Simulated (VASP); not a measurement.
Here is a VASP 6.6.1 calculation.

INCAR

```
SYSTEM = Lu
ALGO = Normal
EDIFF = 1E-7
EDIFFG = -0.01
ENCUT = 600
IBRION = 2
ISIF = 4
ISMEAR = 1
LASPH = .TRUE.
LCHARG = .FALSE.
LMIXTAU = .TRUE.
LREAL = .FALSE.
LWAVE = .FALSE.
METAGGA = R2SCAN
NELM = 80
NSW = 40
PREC = Accurate
SIGMA = 0.1
```

File KPOINTS:

```
k-points
0
G
  12 12 7
  0 0 0
```

File POSCAR:

```
Lu                                      
1.0
    3.5367780974      0.0000000000     -0.0000000000
   -1.7683890487      3.0629396798      0.0000000000
   -0.0000000000      0.0000000000      5.4964513407
  Lu            
     2
Direct
     0.3333333332999970    0.6666666667000030    0.2500000000000000
     0.6666666667000030    0.3333333332999970    0.7500000000000000
```

Potentials or basis: VASP PAW PBE potentials, release 64 (Lu).

The run is started by

```sh
$ cat potpaw_PBE.64/Lu/POTCAR > POTCAR
$ mpirun -np 1 vasp_std > vasp.out
```

Question: Predict the energy gained by relaxing.

Answer: 0.0 meV/atom.

Question: Predict the band gap on the k mesh.

Answer: None (metal or under the smearing width).

Final structure:
```xyz
2
Lattice="3.5348 0.0000 0.0000 -1.7674 3.0613 0.0000 0.0000 0.0000 5.5025" Properties=species:S:1:pos:R:3 pbc="T T T"
Lu    0.0000    2.0408    1.3756
Lu    1.7674    1.0204    4.1269
```

 The run has no spin-orbit coupling, so splittings on Lu are missing.
